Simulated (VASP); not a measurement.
Given:

```yaml
crystal:
  lattice:
    - [0.00000, 1.74529, 1.74529]
    - [1.74529, 0.00000, 1.74529]
    - [1.74529, 1.74529, 0.00000]
  atoms:
    - { symbol: Ni, position: [0.00000, 0.00000, 0.00000], spin: 0.6 }
```

Calculation: rev-vdW-DF2, VASP's PBE PAW potentials (set 64) (plane waves; VASP). Numerical set-up: 520 eV cut-off, 18×18×18 Γ-centred mesh, first-order Methfessel-Paxton smearing of 0.10 eV, potentials Ni.

Problem. Give the energy at these volumes per atom, relative to the lowest: 9.99, 10.31, 10.62, 10.94, 11.26 Å³.

Solution. 29.1, 7.0, 0.0, 5.6, 21.7 meV/atom. A third-order Birch-Murnaghan fit gives B0 = 210 GPa and B0′ = 5.0.

Measured: bulk modulus 192 GPa at 0 K (computed value off by +9.0 %), as given by Daniel Mejia-Rodriguez et al., Physical Review B (2018), arXiv:1807.09216 [0 K value with the zero-point phonon effect removed]; a 3.508 Å at 0 K (computed value off by -0.5 %), as given by Daniel Mejia-Rodriguez et al., Physical Review B (2018), arXiv:1807.09216 [static lattice: zero-point anharmonic expansion removed].

The compound is Ni in the fcc structure. It was relaxed first.
